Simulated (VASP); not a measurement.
Level of theory: PBEsol GGA, VASP's PBE PAW potentials (set 64) (plane waves; VASP).

The input files of a VASP run:

### INCAR
```
ALGO=Normal
EDIFF=1E-7
ENCUT=400
GGA=PS
ICHARG=11
ISMEAR=0
LASPH=T
LCHARG=F
LMAXMIX=4
LORBIT=11
LREAL=F
LWAVE=F
NELM=100
PREC=Accurate
SIGMA=0.05
SYSTEM=VCu3S4
```

File POSCAR:
```
VCu3S4
5.3086350
  0.9999999348   0.0000000000   0.0000000000
  0.0000000000   0.9999999348   0.0000000000
  0.0000000000   0.0000000000   0.9999999348
V Cu S
1 3 4
Cartesian
  0.0000000000   0.0000000000   0.0000000000
  0.4999999674   0.0000000000   0.0000000000
  0.0000000000   0.0000000000   0.4999999674
  0.0000000000   0.4999999674   0.0000000000
  0.2395936958   0.2395936958   0.2395936958
  0.2395936958   0.7604062391   0.7604062391
  0.7604062391   0.2395936958   0.7604062391
  0.7604062391   0.7604062391   0.2395936958
```

**KPOINTS**
```
k-points along high-symmetry lines
15
Line-mode
Reciprocal
  0.000000   0.000000   0.000000 ! GAMMA
  0.000000   0.500000   0.000000 ! X

  0.000000   0.500000   0.000000 ! X
  0.500000   0.500000   0.000000 ! M

  0.500000   0.500000   0.000000 ! M
  0.000000   0.000000   0.000000 ! GAMMA

  0.000000   0.000000   0.000000 ! GAMMA
  0.500000   0.500000   0.500000 ! R

  0.500000   0.500000   0.500000 ! R
  0.000000   0.500000   0.000000 ! X

  0.500000   0.500000   0.500000 ! R
  0.500000   0.500000   0.000000 ! M
```

POTCAR, in this order: V_sv Cu S (PBE.64 set). Program: vasp_std. Read from the step before: CHGCAR.

The run wrote:

OSZICAR:
```
       N       E                     dE             d eps       ncg     rms          rms(c)
DAV:   1     0.641486348293E+03    0.64149E+03   -0.27580E+04  7888   0.169E+03
DAV:   2     0.434390527710E+02   -0.59805E+03   -0.58432E+03  7656   0.442E+02
DAV:   3    -0.393320892755E+02   -0.82771E+02   -0.79643E+02 10154   0.176E+02
DAV:   4    -0.445984535506E+02   -0.52664E+01   -0.52350E+01 10840   0.466E+01
DAV:   5    -0.447296315850E+02   -0.13118E+00   -0.13106E+00 10530   0.677E+00
DAV:   6    -0.447343927045E+02   -0.47611E-02   -0.47607E-02 10294   0.104E+00
DAV:   7    -0.447344635069E+02   -0.70802E-04   -0.70799E-04 10368   0.151E-01
DAV:   8    -0.447344653208E+02   -0.18139E-05   -0.18139E-05 10328   0.238E-02
DAV:   9    -0.447344653463E+02   -0.25559E-07   -0.25563E-07  7152   0.304E-03
   1 F= -.44734465E+02 E0= -.44734465E+02  d E =-.185663E-28
```

### OUTCAR
```
 val. band max:        4.3023761107   @ k =   0.5000   0.5000   0.5000

 cond. band min:       5.3522948056   @ k =   0.0000   0.5000   0.0000



 k-point     1 :       0.0000    0.0000    0.0000
  band No.  band energies     occupation
      1     -59.9663      2.00000
      2     -33.9898      2.00000
      3     -33.9898      2.00000
      4     -33.9898      2.00000
      5      -9.7311      2.00000
      6      -8.3971      2.00000
      7      -8.3971      2.00000
      8      -8.3971      2.00000
      9      -1.8396      2.00000
     10      -1.8396      2.00000
     11      -1.0640      2.00000
     12      -0.2327      2.00000
     13      -0.2327      2.00000
     14      -0.2327      2.00000
     15       0.4175      2.00000
     16       0.4175      2.00000
     17       0.4175      2.00000
     18       1.1212      2.00000
     19       1.1212      2.00000
     20       1.1891      2.00000
     21       1.1891      2.00000
     22       1.1891      2.00000
     23       1.7662      2.00000
     24       1.7662      2.00000
     25       1.7662      2.00000
     26       1.8739      2.00000
     27       1.8739      2.00000
     28       1.9093      2.00000
     29       2.6574      2.00000
     30       2.6574      2.00000
     31       2.6574      2.00000
     32       2.7449      2.00000
     33       3.6986      2.00000
     34       3.6986      2.00000
     35       3.6986      2.00000
     36       5.4999      0.00000
     37       5.4999      0.00000
     38       6.1232      0.00000
     39       6.1232      0.00000
     40       6.1232      0.00000
     41       7.0639      0.00000
     42       9.3573      0.00000

 k-point     2 :       0.0000    0.0357    0.0000
  band No.  band energies     occupation
      1     -59.9664      2.00000
      2     -33.9899      2.00000
      3     -33.9899      2.00000
      4     -33.9899      2.00000
      5      -9.7279      2.00000
      6      -8.4015      2.00000
      7      -8.3971      2.00000
...
```

The density is held fixed in this step, so its total energy and stress have no physical meaning.

The compound is VCu3S4 in the sg215 structure. It was relaxed first. The run is not spin-polarised, so no magnetic state was tried.
